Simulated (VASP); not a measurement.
Computed with PBE GGA, VASP's PBE PAW potentials (set 64) (plane waves; VASP).

VASP input:

**INCAR**
```
! general
SYSTEM  = HoBi
PREC    = Accurate
ENCUT   = 400
LREAL   = F   ! projection in real space or not
LASPH   = T

! electronic loop
EDIFF   = 1E-6   ! SCF stop (eV)
NELM    = 100   ! most electronic steps
ALGO    = Normal   ! blocked Davidson
LMAXMIX = 6

! smearing
ISMEAR  = 0   ! Gaussian
SIGMA   = 0.05   ! width (eV)

! functional
GGA     = PE   ! PBE

! ions
ISIF    = 2   ! forces and stress, cell fixed

! output
LWAVE   = F
LCHARG  = F
```

### POSCAR
```
HoBi
1.0
  5.0800950000   0.0000000000   0.0000000000
 -2.5400470000   4.3994910000   0.0000000000
  0.0000000000   0.0000000000  13.5142420000
Ho Bi
2 2
direct
  0.3333330000   0.6666670000   0.2500000000
  0.6666670000   0.3333330000   0.7500000000
  0.3333330000   0.6666670000   0.7500000000
  0.6666670000   0.3333330000   0.2500000000
```

KPOINTS:
```
Automatic mesh
0
Gamma
1 1 1
0 0 0
```

POTCAR, in this order: Ho_3 Bi_d (PBE.64 set). Program: vasp_std.

The run wrote:

OUTCAR:
```
 ion  position               nearest neighbor table
   1  0.333  0.667  0.250-   4 2.93   4 2.93   4 2.93
   2  0.667  0.333  0.750-   3 2.93   3 2.93   3 2.93
   3  0.333  0.667  0.750-   2 2.93   2 2.93   2 2.93
   4  0.667  0.333  0.250-   1 2.93   1 2.93   1 2.93
  LATTYP: Found a hexagonal cell.
 ALAT       =     5.0800950000
 C/A-ratio  =     2.6602341098
 Subroutine PRICEL returns:
 Original cell was already a primitive cell.
 Subroutine GETGRP returns: Found 24 space group operations
The static configuration has the point symmetry D_3d.
 The point group associated with its full space group is D_6h.
The dynamic configuration has the point symmetry D_3d.
 Subroutine INISYM returns: Found 24 space group operations
 Subroutine IBZKPT returns following result:
 Found      1 irreducible k-points:

 Following reciprocal coordinates:
            Coordinates               Weight
  0.000000  0.000000  0.000000      1.000000
   k-points           NKPTS =      1   k-points in BZ     NKDIM =      1   number of bands    NBANDS=     28
   number of dos      NEDOS =    301   number of ions     NIONS =      4
   total plane-waves  NPLWV = 116640
   dimension x,y,z NGX =    36 NGY =   36 NGZ =   90
   dimension x,y,z NGXF=    72 NGYF=   72 NGZF=  180
   ions per type =               2   2
   PREC   = accura    normal or accurate (medium, high low for compatibility)
   ISTART =      0    job   : 0-new  1-cont  2-samecut
   ICHARG =      2    charge: 1-file 2-atom 10-const
   ISPIN  =      1    spin polarized calculation?
   LNONCOLLINEAR =      F non collinear calculations
   LSORBIT =      F    spin-orbit coupling
   INIWAV =      1    electr: 0-lowe 1-rand  2-diag
   ENCUT  =  400.0 eV  29.40 Ry    5.42 a.u.   8.28  8.28 22.04*2*pi/ulx,y,z
   NELM   =    100;   NELMIN=  2; NELMDL= -5     # of ELM steps
   EDIFF  = 0.1E-05   stopping-criterion for ELM
   LREAL  =      F    real-space projection
   NLSPLINE    = F    spline interpolate recip. space projectors
   LMAXMIX     =    6 max onsite mixed and CHGCAR
   VOSKOWN=      0    Vosko Wilk Nusair interpolation
   EDIFFG = 0.1E-04   stopping-criterion for IOM
   NSW    =      0    number of steps for IOM
   NBLOCK =      1;   KBLOCK =      1    inner block; outer block
   IBRION =     -1    ionic relax: 0-MD 1-quasi-New 2-CG
   NFREE  =      0    steps in history (QN), initial steepest desc. (CG)
   ISIF   =      2    stress and relaxation
   ISYM   =      2    0-nonsym 1-usesym 2-fastsym
   TEIN   =    0.0    initial temperature
   TEBEG  =    0.0;   TEEND  =   0.0 temperature during run
   SMASS  =  -3.00    Nose mass-parameter (am)
   PSTRESS=    0.0 pullay stress
   NELECT =      48.0000    total number of electrons
   EFERMI =   0.00;   METHOD = LEGACY
   ISMEAR =     0;   SIGMA  =   0.05  broadening in eV -4-tet -1-fermi 0-gaus
   IALGO  =     38    algorithm
   LDIAG  =      T    sub-space diagonalisation (order eigenvalues)
   IMIX   =      4    mixing-type and parameters
     AMIX     =   0.40;   BMIX     =  1.00
     AMIX_MAG =   1.60;   BMIX_MAG =  1.00
     AMIN     =   0.10
   GGA     = PE    functional components
   VOSKOWN =     0    Vosko Wilk Nusair interpolation
   LHFCALC =     F    Hartree Fock is set to
   LHFONE  =     F    Hartree Fock one center treatment
   AEXX    =    0.0000 exact exchange contribution
   IVDW    =     0    specifies the selected vdW correction
   LEPSILON=     F    determine dielectric tensor
   LRPA    =     F    only Hartree local field effects (RPA)
  energy-cutoff  :      400.00
  volume of cell :      302.04
      direct lattice vectors                 reciprocal lattice vectors
     5.080095000  0.000000000  0.000000000     0.196846713  0.113649488  0.000000000
    -2.540047000  4.399491000  0.000000000     0.000000000  0.227299022  0.000000000
     0.000000000  0.000000000 13.514242000     0.000000000  0.000000000  0.073996011
...
```

OSZICAR:
```
       N       E                     dE             d eps       ncg     rms          rms(c)
DAV:   1     0.457596181959E+03    0.45760E+03   -0.20049E+04    72   0.125E+03
DAV:   2     0.238039846130E+02   -0.43379E+03   -0.42638E+03    84   0.605E+02
DAV:   3    -0.159323754070E+02   -0.39736E+02   -0.39170E+02    96   0.176E+02
DAV:   4    -0.173125430066E+02   -0.13802E+01   -0.13728E+01    96   0.331E+01
DAV:   5    -0.173421266372E+02   -0.29584E-01   -0.29499E-01    96   0.541E+00    0.221E+01
DAV:   6    -0.160709293914E+02    0.12712E+01   -0.23433E+00    72   0.115E+01    0.131E+01
DAV:   7    -0.157174926309E+02    0.35344E+00   -0.16374E+00    72   0.845E+00    0.161E+00
DAV:   8    -0.157384445580E+02   -0.20952E-01   -0.13804E-01    88   0.345E+00    0.123E+00
DAV:   9    -0.157404323591E+02   -0.19878E-02   -0.47824E-02    88   0.157E+00    0.359E-01
DAV:  10    -0.157413366037E+02   -0.90424E-03   -0.63246E-03    72   0.948E-01    0.308E-01
DAV:  11    -0.157426505242E+02   -0.13139E-02   -0.26822E-03    80   0.338E-01    0.454E-02
DAV:  12    -0.157428913466E+02   -0.24082E-03   -0.50820E-04    80   0.140E-01    0.505E-02
DAV:  13    -0.157430647979E+02   -0.17345E-03   -0.21323E-04    72   0.651E-02    0.218E-02
DAV:  14    -0.157430952078E+02   -0.30410E-04   -0.56739E-05    48   0.333E-02    0.107E-02
DAV:  15    -0.157431062379E+02   -0.11030E-04   -0.23031E-05    48   0.218E-02    0.601E-03
DAV:  16    -0.157431065394E+02   -0.30147E-06   -0.37740E-06    56   0.153E-02
   1 F= -.15743107E+02 E0= -.15743107E+02  d E =-.385814E-17
```

OUTCAR:
```
------------------------ aborting loop because EDIFF is reached ----------------------------------------
  FORCE on cell =-STRESS in cart. coord.  units (eV):
  Direction    XX          YY          ZZ          XY          YZ          ZX
  --------------------------------------------------------------------------------------
  Total       -8.3145660     -8.3145648      0.0345889     -0.0000009      0.0000000      0.0000000
  in kB      -44.1046324    -44.1046260      0.1834767     -0.0000050      0.0000000      0.0000000
  external PRESSURE =     -29.3419272 kB  Pullay stress =       0.0000000 kB
  volume of cell :      302.04
      direct lattice vectors                 reciprocal lattice vectors
     5.080095000  0.000000000  0.000000000     0.196846713  0.113649488  0.000000000
    -2.540047000  4.399491000  0.000000000     0.000000000  0.227299022  0.000000000
     0.000000000  0.000000000 13.514242000     0.000000000  0.000000000  0.073996011
 POSITION                                       TOTAL-FORCE (eV/Angst)
 -----------------------------------------------------------------------------------
     -0.00000      2.93300      3.37856        -0.000000      0.000000      0.000000
      2.54005      1.46650     10.13568         0.000000     -0.000000      0.000000
     -0.00000      2.93300     10.13568        -0.000000      0.000000      0.000000
      2.54005      1.46650      3.37856         0.000000     -0.000000      0.000000
 -----------------------------------------------------------------------------------
    total drift:                               -0.001848      0.001067     -0.000417
  FREE ENERGIE OF THE ION-ELECTRON SYSTEM (eV)
  ---------------------------------------------------
  free  energy   TOTEN  =       -15.7431065394 eV

  energy  without entropy=      -15.7431065394  energy(sigma->0) =      -15.74310654
```
(Selected blocks of OUTCAR.)

The 4f electrons are frozen in the core of the lanthanide potential, so 4f levels, which can set the real gap, and their magnetism are missing.

The structure was generated: HoBi was put into the h-BN type (P6_3/mmc), which need not be its known phase. The cell was not relaxed at this level. The k-mesh is coarse (spacing up to 1.43 per Å, 2π included), so the numbers may not be converged in it.
